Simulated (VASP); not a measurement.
Input:

```cif
data_Li
_chemical_formula_sum 'Li1'
_space_group_name_H-M_alt 'P 1'
_space_group_IT_number 1
_cell_length_a 2.97713
_cell_length_b 2.97713
_cell_length_c 2.97713
_cell_angle_alpha 109.471
_cell_angle_beta 109.471
_cell_angle_gamma 109.471
loop_
_space_group_symop_operation_xyz
  'x, y, z'
loop_
_atom_site_label
_atom_site_type_symbol
_atom_site_fract_x
_atom_site_fract_y
_atom_site_fract_z
_atom_site_occupancy
Li1 Li 0.00000 0.00000 0.00000 1
```

All values below come from PBE GGA, VASP's PBE PAW potentials (set 64) (plane waves; VASP 6.6.1). Settings: 520 eV cut-off, 15×15×15 Γ-centred mesh, first-order Methfessel-Paxton smearing of 0.10 eV, potentials Li_sv.

Give the energy at these volumes per atom, relative to the lowest: 18.94, 19.54, 20.14, 20.75, 21.35 Å³.

4.4, 1.3, 0.0, 0.3, 2.1 meV/atom. A third-order Birch-Murnaghan fit gives B0 = 13.8 GPa and B0′ = 3.2.

Measured: bulk modulus 13.8 GPa at 0 K (computed value off by +0.1 %), as given by H. Levämäki et al., Physical Review B (2014), arXiv:1402.3671 [corrected for temperature and zero-point phonon effects]; a 3.449 Å at 0 K (computed value off by -0.3 %), as given by Gábor I. Csonka et al., Physical Review B (2009), arXiv:0903.4037 [low-temperature or extrapolated to 0 K; zero-point anharmonic expansion removed].

The compound is Li in the bcc structure. It was relaxed first.
